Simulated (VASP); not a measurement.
All values below come from PBE GGA, VASP's PBE PAW potentials (set 64) (plane waves; VASP 6.6.1).

VASP input:

**POSCAR**
```
FeO
1
    4.3300000000     2.1650000000     2.1650000000
    2.1650000000     4.3300000000     2.1650000000
    2.1650000000     2.1650000000     4.3300000000
Fe O
2 2
Direct
  0.0000000000   0.0000000000   0.0000000000
  0.5000000000   0.5000000000   0.5000000000
  0.2500000000   0.2500000000   0.2500000000
  0.7500000000   0.7500000000   0.7500000000
```

INCAR:
```
ENCUT  =  520   # plane-wave cut-off (eV)
ISIF  =  2   # forces and stress, cell fixed
ISPIN  =  2   # spin-polarised
EDIFF  =  1E-6   # SCF stop (eV)
NUPDOWN  =  1
PREC  =  Accurate
MAGMOM  =  4.0 -4.0 2*0.0
LWAVE  =  F
ISMEAR  =  0   # Gaussian
LREAL  =  F   # projection in real space or not
LASPH  =  T   # aspherical one-centre terms
ALGO  =  Normal
GGA  =  PE   # PBE
LCHARG  =  F
LMAXMIX  =  4   # l cut-off of mixed one-centre charges
LORBIT  =  10
SYSTEM  =  FeO
SIGMA  =  0.05
NELM  =  100   # most electronic steps
```

File KPOINTS:
```
Automatic mesh
0
Gamma
8 8 8
0 0 0
```

POTCAR, in this order: Fe O (PBE.64 set). Program: vasp_std.

What will the output report for the number of irreducible k-points (NKPTS), number of bands (NBANDS), largest plane-wave count, number of space-group operations, FFT grid (NGX, NGY, NGZ)?

```yaml
number of irreducible k-points (NKPTS): 65
number of bands (NBANDS): 18
largest_plane_wave_count: 1108
number_of_space_group_operations: 12
FFT grid (NGX, NGY, NGZ): 40 × 40 × 40
```

The compound is FeO in the rock salt, AFM-II order structure. The cell was not relaxed at this level. The run is one of a series of settings (NUPDOWN = 1 against the base run), some of them coarse on purpose.
